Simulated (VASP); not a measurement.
Given:

```
CELL_PARAMETERS angstrom
      0.00000     2.72415     2.72415
      2.72415     0.00000     2.72415
      2.72415     2.72415     0.00000
ATOMIC_POSITIONS crystal
  Mg 0.00000 0.00000 0.00000
  Se 0.50000 0.50000 0.50000
```

All values below come from PBEsol GGA, VASP's PBE PAW potentials (set 64) (plane waves; VASP). Settings: 520 eV cut-off, Gaussian smearing of 0.050 eV, potentials Mg Se.

Question: Give the energies of bands 2 to 7 at the high-symmetry points, in eV from the valence-band maximum.

Answer: 
```
band     Γ      X      U      L      W
----  ----  -----  -----  -----  -----
2     0.00  -4.32  -3.83  -5.00  -3.37
3     0.00  -1.81  -3.38  -0.59  -3.37
4     0.00  -1.81  -1.46  -0.59  -2.58
5     2.51   1.76   2.99   3.71   4.53
6     7.33   3.83   6.20   6.04   6.92
7     7.33  11.66   8.90   6.04   7.48
```

The gap is indirect, 1.76 eV, from the valence maximum at Γ to the conduction minimum at X.

The compound is MgSe in the rock salt structure. It was relaxed first.
